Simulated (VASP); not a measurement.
```
As
1.0
    3.75397    -1.91760     0.00000
    3.75397     1.91760     0.00000
    2.77442     0.00000     3.17365
As
2
Direct
  0.22700   0.22700   0.22700
  0.77300   0.77300   0.77300
```

Calculation: TPSS meta-GGA, VASP's PBE PAW potentials (set 64) (plane waves; VASP 6.6.1). Run with 400 eV cut-off, 10×10×10 Γ-centred mesh, first-order Methfessel-Paxton smearing of 0.10 eV, potentials As.

Which forces act on the atoms, in eV/Å?

| atom | Fx | Fy | Fz |
|---|---|---|---|
| As1 | -0.125 | 0.000 | -0.039 |
| As2 | 0.125 | 0.000 | 0.039 |

Give the stress tensor in GPa (positive for a compressed cell).

```
-1.44   0.00   0.17
 0.00  -2.00   0.00
 0.17   0.00  -1.95
```
The pressure is its mean diagonal, -1.80 GPa.

The compound is As in the a7 structure. The cell was not relaxed at this level. The run is one of a series of settings (GGA removed, LMIXTAU = .TRUE., METAGGA = TPSS against the base run), some of them coarse on purpose.
